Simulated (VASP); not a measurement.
Computed with AM05 GGA, VASP's PBE PAW potentials (set 64) (plane waves; VASP 6.6.1).

VASP input:

### INCAR
```
ALGO  =  Normal
EDIFF  =  1E-7
EDIFFG  =  -0.01
ENCUT  =  520
GGA  =  AM
IBRION  =  2
ISIF  =  4
ISMEAR  =  0
LASPH  =  .True.
LCHARG  =  .False.
LMAXMIX  =  4
LREAL  =  .False.
LWAVE  =  .False.
NELM  =  100
NSW  =  30
PREC  =  Accurate
SIGMA  =  0.05
SYSTEM  =  GaN
```

File POSCAR:
```
GaN
1
    1.5744627627    -2.7270494623     0.0000000000
    1.5744627627     2.7270494623     0.0000000000
    0.0000000000     0.0000000000     5.1250254100
Ga N
2 2
Direct
  0.6666670000   0.3333330000   0.5000215750
  0.3333330000   0.6666670000   0.0000215750
  0.6666670000   0.3333330000   0.8769784250
  0.3333330000   0.6666670000   0.3769784250
```

### KPOINTS
```
Automatic mesh
0
Gamma
8 8 5
0 0 0
```

POTCAR, in this order: Ga_d N (PBE.64 set). Program: vasp_std.

The resulting files:

File OSZICAR:
```
       N       E                     dE             d eps       ncg     rms          rms(c)
DAV:   1     0.270066261901E+03    0.27007E+03   -0.18603E+04  1412   0.307E+03
DAV:   2     0.481511113935E+01   -0.26525E+03   -0.25693E+03  1458   0.519E+02
DAV:   3    -0.277250176761E+02   -0.32540E+02   -0.32212E+02  1512   0.153E+02
DAV:   4    -0.289918379168E+02   -0.12668E+01   -0.12626E+01  1866   0.317E+01
DAV:   5    -0.290102707107E+02   -0.18433E-01   -0.18427E-01  1486   0.356E+00    0.104E+01
DAV:   6    -0.253117517968E+02    0.36985E+01   -0.13105E+01  2432   0.579E+01    0.318E+00
DAV:   7    -0.253955098920E+02   -0.83758E-01   -0.16306E+00  1446   0.102E+01    0.272E+00
DAV:   8    -0.253833822714E+02    0.12128E-01   -0.28061E-01  2152   0.852E+00    0.897E-01
DAV:   9    -0.253599220092E+02    0.23460E-01   -0.11252E-01  2420   0.597E+00    0.295E-01
DAV:  10    -0.253608730299E+02   -0.95102E-03   -0.57229E-03  1610   0.829E-01    0.971E-02
DAV:  11    -0.253608432859E+02    0.29744E-04   -0.13698E-03  2128   0.722E-01    0.231E-02
DAV:  12    -0.253608582532E+02   -0.14967E-04   -0.13954E-04  1478   0.116E-01    0.144E-02
DAV:  13    -0.253608580901E+02    0.16311E-06   -0.19743E-05  2226   0.609E-02    0.293E-03
DAV:  14    -0.253608584796E+02   -0.38952E-06   -0.67826E-06  1792   0.200E-02    0.286E-03
DAV:  15    -0.253608584489E+02    0.30705E-07   -0.38556E-07  1540   0.745E-03
   1 F= -.25360858E+02 E0= -.25360858E+02  d E =-.253609E+02
       N       E                     dE             d eps       ncg     rms          rms(c)
DAV:   1    -0.253609082118E+02   -0.49732E-04   -0.52512E-03  1392   0.578E-01    0.379E-02
DAV:   2    -0.253608963407E+02    0.11871E-04   -0.16731E-04  1872   0.167E-01    0.220E-02
DAV:   3    -0.253608838442E+02    0.12497E-04   -0.17045E-05  1820   0.617E-02    0.266E-03
DAV:   4    -0.253608842720E+02   -0.42784E-06   -0.50566E-06  1412   0.223E-02    0.110E-03
DAV:   5    -0.253608842739E+02   -0.18808E-08   -0.15872E-07  1098   0.452E-03
   2 F= -.25360884E+02 E0= -.25360884E+02  d E =-.258250E-04
```

File OUTCAR:
```
------------------------ aborting loop because EDIFF is reached ----------------------------------------
  FORCE on cell =-STRESS in cart. coord.  units (eV):
  Direction    XX          YY          ZZ          XY          YZ          ZX
  --------------------------------------------------------------------------------------
  Total        1.6590003      1.6590002      1.6826230      0.0000000      0.0000000      0.0000000
  in kB       60.3956427     60.3956410     61.2556268      0.0000000      0.0000000      0.0000000
  external PRESSURE =      60.6823035 kB  Pullay stress =       0.0000000 kB
  volume of cell :       44.01
      direct lattice vectors                 reciprocal lattice vectors
     1.574220652 -2.726630112  0.000000000     0.317617482 -0.183376542  0.000000000
     1.574220652  2.726630112  0.000000000     0.317617482  0.183376542  0.000000000
     0.000000000  0.000000000  5.126601965     0.000000000  0.000000000  0.195060979
  FREE ENERGIE OF THE ION-ELECTRON SYSTEM (eV)
  ---------------------------------------------------
  free  energy   TOTEN  =       -25.3608842739 eV

  energy  without entropy=      -25.3608842739  energy(sigma->0) =      -25.36088427

 reached required accuracy - stopping structural energy minimisation
```
(Selected blocks of OUTCAR.)

CONTCAR:
```
GaN
   1.00000000000000
     1.5742206516532518   -2.7266301121833103    0.0000000000000000
     1.5742206516532518    2.7266301121833103    0.0000000000000000
     0.0000000000000000    0.0000000000000000    5.1266019652127310
  Ga              N
     2     2
Direct
     0.6666669999999968    0.3333330000000032    0.5001302185546018
     0.3333330000000032    0.6666669999999968    0.0001302185546019
     0.6666669999999968    0.3333330000000032    0.8768697814453935
     0.3333330000000032    0.6666669999999968    0.3768697814453935
```

The compound is GaN in the wurtzite structure. This cell is one point of a volume scan, at 0.97 of the reference volume. Symmetry was kept, so distortions that lower it aren't found.
